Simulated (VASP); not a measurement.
Calculation: PBEsol GGA, VASP's PBE PAW potentials (set 64) (plane waves; VASP).

A VASP calculation is set up with these files.

KPOINTS:
```
Regular mesh
0
Gamma
  9 9 4
0 0 0
```

INCAR:
```
SYSTEM = TaSb
PREC = Accurate
ENCUT = 400
EDIFF = 1E-6
NELM = 100
ALGO = Normal
LREAL = .FALSE.
LASPH = .TRUE.
ISMEAR = 1
SIGMA = 0.1
GGA = PS
LMAXMIX = 6
LWAVE = .FALSE.
LCHARG = .FALSE.
IBRION = 2
ISIF = 3
NSW = 60
EDIFFG = -0.02
```

### POSCAR
```
TaSb
1
    3.5243431411     0.0000000000     0.0000000000
   -1.7621715706     3.0521707824    -0.0000000000
    0.0000000000    -0.0000000000     7.6114525258
Ta Sb
2 2
Direct
  0.0000000000   0.0000000000   0.0000000000
  0.0000000000   0.0000000000   0.5000000000
  0.3333330000   0.6666670000   0.2500000000
  0.6666670000   0.3333330000   0.7500000000
```

POTCAR, in this order: Ta_pv Sb (PBE.64 set). Program: vasp_std.

Question: What will the output report for the number of irreducible k-points (NKPTS), number of bands (NBANDS), largest plane-wave count, number of space-group operations, FFT grid (NGX, NGY, NGZ)?

Answer: 
```
Quantity                                       Value
--------------------------------------  ------------
number of irreducible k-points (NKPTS)            36
number of bands (NBANDS)                          20
largest plane-wave count                        1506
number of space-group operations                  24
FFT grid (NGX, NGY, NGZ)                24 × 24 × 50
```

The structure was generated: TaSb was put into the NiAs type type (P6_3/mmc), which need not be its known phase. This run relaxes it. Symmetry was kept, so distortions that lower it aren't found. The start is the result of an earlier pass.
